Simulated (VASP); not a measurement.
Consider the following.

```yaml
crystal:
  lattice:
    - [0.00000, 3.00307, 3.00307]
    - [3.00307, 0.00000, 3.00307]
    - [3.00307, 3.00307, 0.00000]
  atoms:
    - { symbol: Pb, position: [0.00000, 0.00000, 0.00000] }
    - { symbol: Se, position: [0.50000, 0.50000, 0.50000] }
```

Computed with PBE GGA with D4 dispersion, VASP's PBE PAW potentials (set 64) (plane waves; VASP). Settings: 520 eV cut-off, 8×8×8 Γ-centred mesh, Gaussian smearing of 0.050 eV, potentials Pb_d Se.

Q: The job: PbSe (rock salt), 2 atoms, PBE-D4, static run, 520 eV, 8×8×8 Γ-centred mesh. Roughly how much core time does it take on a busy server core?

A: About 9 core-seconds (one run on a shared machine, a rough figure). It had 29 irreducible k-points, 14 bands, up to 1475 plane waves and 13 electronic steps.

The compound is PbSe in the rock salt structure. This cell is one point of a volume scan, at 0.94 of the reference volume.
